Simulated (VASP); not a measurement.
Output of a VASP run:

### OUTCAR
```
 ion  position               nearest neighbor table
   1  0.498  0.999  0.999-  60 2.38   2 2.38  44 2.39  29 2.40
   2  0.629  0.123  0.123-  17 2.34   3 2.36   5 2.36   1 2.38
   3  0.751  0.249  0.997-  46 2.36   2 2.36  25 2.36   4 2.36
   4  0.877  0.371  0.123-  18 2.33   3 2.36  30 2.36  26 2.38
   5  0.751  0.997  0.249-  35 2.36   2 2.36   6 2.36  14 2.36
   6  0.877  0.123  0.371-  22 2.34  30 2.36   5 2.36  36 2.38
   7  0.000  0.999  1.000-  62 2.36  14 2.37   8 2.37  25 2.37
   8  0.128  0.124  0.124-  15 2.36   9 2.36  30 2.36   7 2.37
   9  0.252  0.249  0.000-   8 2.36  44 2.37  56 2.39  10 2.41
  10  0.379  0.376  0.128-  17 2.35  11 2.36  32 2.37   9 2.41
  11  0.500  0.500  1.000-  12 2.36  10 2.36  46 2.37  58 2.38
  12  0.623  0.621  0.128-  18 2.35  11 2.36  34 2.37  13 2.41
  13  0.750  0.748  0.000-  14 2.36  48 2.37  60 2.39  12 2.41
  14  0.876  0.872  0.124-  13 2.36  49 2.36   5 2.36   7 2.37
  15  0.252  1.000  0.250-   8 2.36  29 2.37  50 2.39  16 2.41
  16  0.379  0.128  0.377-  17 2.35  20 2.36  38 2.37  15 2.41
  17  0.503  0.244  0.244-   2 2.34  16 2.35  10 2.35
  18  0.756  0.497  0.244-   4 2.33  12 2.35  19 2.35
  19  0.872  0.621  0.377-  18 2.35  51 2.36  41 2.37  49 2.41
  20  0.500  1.000  0.500-  16 2.36  21 2.36  35 2.37  54 2.38
  21  0.623  0.128  0.621-  22 2.35  20 2.36  45 2.37  24 2.41
  22  0.756  0.244  0.497-   6 2.34  21 2.35  23 2.35
  23  0.872  0.376  0.621-  22 2.35  51 2.36  47 2.37  55 2.41
  24  0.750  1.000  0.748-  25 2.36  42 2.37  60 2.39  21 2.41
  25  0.876  0.124  0.872-  24 2.36  55 2.36   3 2.36   7 2.37
  26  0.001  0.501  0.999-  56 2.38   4 2.38  48 2.39  27 2.40
  27  0.129  0.623  0.129-  49 2.37  28 2.37  26 2.40  32 2.41
  28  0.250  0.750  0.002-  58 2.36  29 2.37  27 2.37  62 2.38
  29  0.377  0.871  0.129-  15 2.37  28 2.37   1 2.40  34 2.41
  30  0.003  0.249  0.249-  31 2.36   6 2.36   8 2.36   4 2.36
  31  0.126  0.375  0.375-  38 2.36  32 2.36  30 2.36  51 2.37
  32  0.257  0.500  0.260-  31 2.36  10 2.37  27 2.41  33 2.43
  33  0.387  0.612  0.401-  63 1.90  53 2.39  32 2.43  34 2.43
  34  0.500  0.742  0.259-  35 2.36  12 2.37  29 2.41  33 2.43
  35  0.625  0.874  0.375-  34 2.36  41 2.36   5 2.36  20 2.37
  36  0.001  0.999  0.502-  50 2.38   6 2.38  37 2.39  42 2.40
  37  0.129  0.129  0.623-  55 2.37  43 2.37  36 2.39  38 2.41
  38  0.257  0.259  0.500-  31 2.36  16 2.37  37 2.41  39 2.43
  39  0.388  0.401  0.613-  63 1.90  57 2.39  45 2.43  38 2.43
  40  0.599  0.612  0.613-  63 1.90  59 2.39  41 2.43  47 2.43
  41  0.741  0.742  0.500-  35 2.36  19 2.37  42 2.41  40 2.43
  42  0.871  0.871  0.623-  24 2.37  61 2.37  36 2.40  41 2.41
  43  0.250  0.002  0.750-  54 2.36  44 2.37  37 2.37  62 2.38
  44  0.377  0.129  0.871-   9 2.37  43 2.37   1 2.39  45 2.41
  45  0.500  0.259  0.743-  46 2.36  21 2.37  44 2.41  39 2.43
  46  0.625  0.375  0.874-  45 2.36  47 2.36   3 2.36  11 2.37
  47  0.741  0.500  0.743-  46 2.36  23 2.37  48 2.41  40 2.43
  48  0.871  0.623  0.871-  13 2.37  61 2.37  26 2.39  47 2.41
  49  1.000  0.748  0.250-  14 2.36  27 2.37  50 2.39  19 2.41
  50  0.126  0.874  0.375-  36 2.38  53 2.38  49 2.39  15 2.39
  51  0.000  0.500  0.500-  19 2.36  23 2.36  31 2.37  52 2.38
  52  0.124  0.626  0.626-  57 2.36  53 2.36  61 2.36  51 2.38
  53  0.250  0.750  0.502-  52 2.36  54 2.36  50 2.38  33 2.39
  54  0.374  0.876  0.626-  59 2.36  53 2.36  43 2.36  20 2.38
  55  1.000  0.249  0.748-  25 2.36  37 2.37  56 2.39  23 2.41
  56  0.126  0.375  0.874-  26 2.38  57 2.38  55 2.39   9 2.39
  57  0.250  0.502  0.750-  52 2.36  58 2.36  56 2.38  39 2.39
  58  0.374  0.626  0.876-  59 2.36  57 2.36  28 2.36  11 2.38
  59  0.498  0.750  0.750-  58 2.36  54 2.36  60 2.38  40 2.39
  60  0.625  0.874  0.874-   1 2.38  59 2.38  13 2.39  24 2.39
  61  0.998  0.750  0.750-  52 2.36  48 2.37  42 2.37  62 2.38
  62  0.125  0.875  0.875-   7 2.36  43 2.38  61 2.38  28 2.38
  63  0.467  0.533  0.533-  33 1.90  40 1.90  39 1.90
 Subroutine IBZKPT returns following result:
 Found      1 irreducible k-points:

 Following reciprocal coordinates:
            Coordinates               Weight
  0.000000  0.000000  0.000000      1.000000
   k-points           NKPTS =      1   k-points in BZ     NKDIM =      1   number of bands    NBANDS=    158
   number of dos      NEDOS =    301   number of ions     NIONS =     63
   total plane-waves  NPLWV = 157464
   dimension x,y,z NGX =    54 NGY =   54 NGZ =   54
   dimension x,y,z NGXF=   108 NGYF=  108 NGZF=  108
   ions per type =              62   1
   PREC   = normal    normal or accurate (medium, high low for compatibility)
   ISTART =      1    job   : 0-new  1-cont  2-samecut
   ICHARG =      0    charge: 1-file 2-atom 10-const
   ISPIN  =      2    spin polarized calculation?
...
```

### OSZICAR
```
       N       E                     dE             d eps       ncg     rms          rms(c)
DAV:   1    -0.341005885814E+03   -0.34101E+03   -0.23615E-05   922   0.101E-02    0.558E-03
RMM:   2    -0.341005884419E+03    0.13947E-05   -0.71841E-06   514   0.394E-03    0.166E-03
RMM:   3    -0.341005884516E+03   -0.97505E-07   -0.12610E-06   437   0.206E-03    0.106E-03
RMM:   4    -0.341005884498E+03    0.17866E-07   -0.27285E-07   364   0.101E-03
   1 F= -.34100588E+03 E0= -.34100588E+03  d E =-.639705E-06  mag=     1.0000
```

### OUTCAR
```
------------------------ aborting loop because EDIFF is reached ----------------------------------------
  FORCE on cell =-STRESS in cart. coord.  units (eV):
  Direction    XX          YY          ZZ          XY          YZ          ZX
  --------------------------------------------------------------------------------------
  Total      -15.5607843    -15.5661734    -15.5525730     -5.7073326      5.6890749     -5.7303836
  in kB      -19.0562978    -19.0628974    -19.0462419     -6.9894053      6.9670463     -7.0176345
  external PRESSURE =     -19.0551457 kB  Pullay stress =       0.0000000 kB
  volume of cell :     1308.29
      direct lattice vectors                 reciprocal lattice vectors
    10.937074700  0.000000000  0.000000000     0.091432127  0.000000000  0.000000000
     0.000000000 10.937074700  0.000000000     0.000000000  0.091432127  0.000000000
     0.000000000  0.000000000 10.937074700     0.000000000  0.000000000  0.091432127
 POSITION                                       TOTAL-FORCE (eV/Angst)
 -----------------------------------------------------------------------------------
      5.45120     10.92579     10.92643         0.014884      0.001413      0.007232
      6.87734      1.34045      1.34080         0.011462      0.000635      0.005631
      8.21623      2.71954     10.90213         0.012670     -0.007813     -0.010337
      9.59605      4.05894      1.34092        -0.000020     -0.023228      0.000954
      8.21581     10.90165      2.72096         0.013537     -0.012453     -0.010131
      9.59609      1.34029      4.05986        -0.005989     -0.000932     -0.010972
      0.00437     10.93070     10.93222        -0.000331      0.006315      0.001499
      1.39627      1.35286      1.35411         0.010373      0.007298      0.008085
      2.75959      2.72840      0.00087        -0.005660     -0.008162      0.012527
      4.14062      4.11761      1.40420         0.000883      0.018610      0.006335
      5.46917      5.46683     10.93253        -0.003182      0.000347     -0.005861
      6.81888      6.79503      1.40391        -0.015510     -0.004429      0.003750
      8.20735      8.17665      0.00076         0.012931      0.001018      0.012845
      9.58263      9.53954      1.35427        -0.015211     -0.011281      0.015362
      2.76000     10.93689      2.72907        -0.004207      0.011594     -0.010385
      4.14069      1.40372      4.11786         0.002834      0.002515      0.019386
      5.49839      2.67312      2.67348         0.021737      0.007430      0.004688
      8.26361      5.43708      2.67301        -0.009997     -0.013076      0.010799
      9.53285      6.79487      4.11783        -0.002938     -0.005063      0.012810
      5.46913     10.93214      5.46752         0.001928     -0.006625     -0.000765
      6.81884      1.40356      6.79634        -0.022032      0.003088     -0.003864
      8.26368      2.67270      5.43939        -0.004388      0.007487     -0.024436
      9.53265      4.11776      6.79653        -0.005380      0.016642     -0.001275
      8.20753     10.93671      8.17677         0.014457      0.009649     -0.000917
      9.58267      1.35304      9.54028        -0.010241      0.010042     -0.013433
      0.01032      5.48451     10.92665        -0.003265     -0.008276      0.005717
      1.40979      6.80933      1.41202         0.005275     -0.011221      0.007022
      2.72962      8.20634      0.02455        -0.001191      0.002868      0.006868
      4.12717      9.52569      1.41176         0.015964     -0.007238      0.010791
      0.03470      2.71940      2.72091         0.010934     -0.007885     -0.014117
      1.37373      4.09633      4.09778         0.009419      0.003488      0.002281
      2.81582      5.46843      2.83828         0.006645      0.006575      0.014365
      4.23789      6.69765      4.38352         0.001242      0.004057     -0.020003
      5.46818      8.11853      2.83790        -0.012310     -0.008066      0.015964
      6.83905      9.56158      4.09806         0.003323     -0.009403     -0.000478
      0.01071     10.92557      5.48583        -0.007547      0.004139     -0.012653
      1.40975      1.41086      6.81054         0.004676      0.008052     -0.010466
      2.81575      2.83660      5.46939         0.006356      0.015440      0.006860
      4.23817      4.38139      6.69921         0.003355     -0.001118     -0.006865
      6.55429      6.69810      6.69966         0.003849     -0.005441     -0.009916
      8.09956      8.11797      5.46882        -0.019367     -0.000747      0.011150
      9.52548      9.52526      6.80969        -0.012248     -0.003875     -0.012623
      2.72924      0.02397      8.20808        -0.003472      0.001799     -0.000874
      4.12655      1.41065      9.52735         0.010700      0.010727     -0.002856
      5.46758      2.83661      8.12175        -0.005182      0.014407     -0.009605
      6.83894      4.09663      9.56349         0.002066      0.002061     -0.010013
      8.09906      5.46847      8.12151        -0.017194      0.006064     -0.006465
      9.52516      6.80928      9.52731        -0.008071     -0.009744     -0.003386
     10.93633      8.17679      2.72950        -0.015042     -0.000456     -0.011510
      1.37583      9.56045      4.10143         0.008592     -0.003251      0.012352
      0.00388      5.46638      5.46734         0.010674      0.000257      0.001558
      1.35323      6.84960      6.85074        -0.005959     -0.002412     -0.005490
      2.73796      8.19792      5.49391         0.006034     -0.001221      0.013719
      4.08599      9.58372      6.85084         0.002111     -0.000908     -0.002336
     10.93622      2.72875      8.17743        -0.013687     -0.011993      0.003627
      1.37550      4.10087      9.56131         0.008601      0.009151     -0.003854
...
```
(Selected blocks of OUTCAR.)

File POSCAR:
```
CSi62
1
   10.9370747000     0.0000000000     0.0000000000
    0.0000000000    10.9370747000     0.0000000000
    0.0000000000     0.0000000000    10.9370747000
Si C
62 1
Direct
  0.4984144299   0.9989679120   0.9990263230
  0.6288101668   0.1225605673   0.1225920386
  0.7512274719   0.2486531352   0.9968051937
  0.8773872928   0.3711174881   0.1226034977
  0.7511893212   0.9967613547   0.2487829100
  0.8773905899   0.1225451276   0.3712020550
  0.0003999171   0.9994170559   0.9995563139
  0.1276637400   0.1236949948   0.1238088430
  0.2523156253   0.2494633685   0.0000793029
  0.3785858604   0.3764822601   0.1283893849
  0.5000580840   0.4998441462   0.9995845573
  0.6234644379   0.6212840282   0.1283622089
  0.7504155917   0.7476087328   0.0000697786
  0.8761600979   0.8722205150   0.1238235098
  0.2523531189   0.9999829514   0.2495250218
  0.3785925011   0.1283449513   0.3765047221
  0.5027296526   0.2444094420   0.2444420143
  0.7555591479   0.4971235435   0.2443988931
  0.8716087881   0.6212691602   0.3765023191
  0.5000544653   0.9995489419   0.4999066512
  0.6234614689   0.1283303515   0.6214041959
  0.7555658732   0.2443708824   0.4973347693
  0.8715903872   0.3764957086   0.6214212104
  0.7504315004   0.9999669155   0.7476192987
  0.8761635315   0.1237114011   0.8722883165
  0.0009439556   0.5014605764   0.9990464403
  0.1288999931   0.6225912944   0.1291044437
  0.2495753345   0.7503233912   0.0022450459
  0.3773562142   0.8709545049   0.1290803298
  0.0031731043   0.2486402533   0.2487788059
  0.1256030416   0.3745361072   0.3746691071
  0.2574568641   0.4999897739   0.2595099224
  0.3874794327   0.6123802190   0.4007948245
  0.4999669138   0.7422941837   0.2594754366
  0.6253086024   0.8742352407   0.3746944484
  0.0009795489   0.9989480512   0.5015811727
  0.1288966712   0.1289979896   0.6227024025
  0.2574498425   0.2593562818   0.5000781517
  0.3875045937   0.4005993862   0.6125231994
  0.5992726699   0.6124217842   0.6125644906
  0.7405601372   0.7422429846   0.5000254903
  0.8709345857   0.8709149161   0.6226239876
  0.2495400948   0.0021917102   0.7504822760
  0.3772992271   0.1289785392   0.8711060567
  0.4999126303   0.2593574687   0.7425890849
  0.6252986875   0.3745634447   0.8744101787
  0.7405144312   0.4999939769   0.7425665521
  0.8709056496   0.6225870052   0.8711024964
  0.9999318192   0.7476216854   0.2495636871
  0.1257950207   0.8741323724   0.3750020584
  0.0003549801   0.4998031640   0.4998906801
  0.1237283947   0.6262735261   0.6263775056
  0.2503379080   0.7495530215   0.5023198637
  0.3735907998   0.8762599416   0.6263864156
  0.9999217478   0.2494956099   0.7476802395
  0.1257651793   0.3749512327   0.8742108498
  0.2503471084   0.5022060331   0.7496245058
  0.3735938416   0.6262946902   0.8762323718
  0.4976531545   0.7495608719   0.7496394006
  0.6249794214   0.8741261232   0.8741776008
  0.9977634315   0.7503016353   0.7504297581
  0.1248404876   0.8750392401   0.8751551085
  0.4670244174   0.5328948339   0.5329352809
```

Question: Write an INCAR and KPOINTS that could have produced this output.

Answer: Several could match; the one computed here: the input of the run itself, PBE GGA, plane waves, VASP's PBE PAW potentials (set 64).

KPOINTS:
```
Automatic mesh
0
Gamma
1 1 1
0 0 0
```

INCAR:
```
# general
SYSTEM     = CSi62
PREC       = Normal
ENCUT      = 400   # plane-wave cut-off (eV)
LREAL      = Auto   # projection in real space or not
LASPH      = .True.   # aspherical one-centre terms
ISYM       = 0
NELECT     = 251.0

# electronic loop
EDIFF      = 1E-6   # SCF stop (eV)
NELM       = 100
NELMIN     = 4
ALGO       = Fast

# smearing
ISMEAR     = 0   # Gaussian
SIGMA      = 0.05   # width (eV)

# functional
GGA        = PE

# spin
ISPIN      = 2   # spin-polarised
MAGMOM     = 63*0.0159
NUPDOWN    = 1

# output
LWAVE      = .True.
LCHARG     = .False.
LORBIT     = 11

# other
LHYPERFINE = .True.
```

POTCAR, in this order: Si C (PBE.64 set). Program: vasp_gam. Read from the step before: WAVECAR.

At this cut-off the stress carries a Pulay error, which pulls relaxed volumes low. The cell is charged, with a uniform compensating background.  The supercell is sampled at Γ alone, which is coarse: total energies, pressure and levels can be off, energies of defects by several tenths of an eV.

The cell is a supercell with a defect, built from Si (diamond): C_Si-vac_Si, charge +1.
